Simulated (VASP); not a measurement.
Here is the system:

```xyz
4
Lattice="4.3232 0.0000 0.0000 -2.1616 3.7440 0.0000 0.0000 0.0000 9.2962" Properties=species:S:1:pos:R:3 pbc="T T T"
Se     0.0000     2.4960     0.3058
Se     2.1616     1.2480     4.9539
Se     2.1616     1.2480     8.9903
Se     0.0000     2.4960     4.3423
```

Computed with r2SCAN meta-GGA, VASP's PBE PAW potentials (set 64) (plane waves; VASP 6.6.1). Settings: 400 eV cut-off, 9×9×4 Γ-centred mesh, tetrahedra with Blöchl corrections, potentials Se.

Q: Give the energies of bands 5 to 15 at the high-symmetry points, in eV from the Fermi level.

A: 
```
band      Γ      M      K      A      L      H
----  -----  -----  -----  -----  -----  -----
5     -4.81  -5.70  -6.50  -4.78  -5.67  -6.46
6     -4.81  -5.64  -6.42  -4.78  -5.67  -6.46
7     -4.75  -4.55  -3.38  -4.78  -4.36  -3.24
8     -4.75  -4.15  -3.38  -4.78  -4.36  -3.24
9     -4.03  -2.61  -2.74  -3.68  -2.35  -2.91
10    -3.21  -2.12  -2.74  -3.68  -2.35  -2.91
11    -0.75  -1.85   0.16  -0.17  -1.78   0.20
12    -0.06  -1.60   0.16  -0.17  -1.78   0.20
13    -0.06   2.14   0.40   0.00   2.33   0.36
14     0.06   2.38   0.40   0.00   2.33   0.36
15     0.06   2.48   2.36   0.00   2.51   2.73
```

It has no gap at this level: it comes out as a metal or semimetal.

The structure was generated: Se was put into the lonsdaleite type (P6_3/mmc), which need not be its known phase. It was relaxed first, which changed the volume by +72 %.
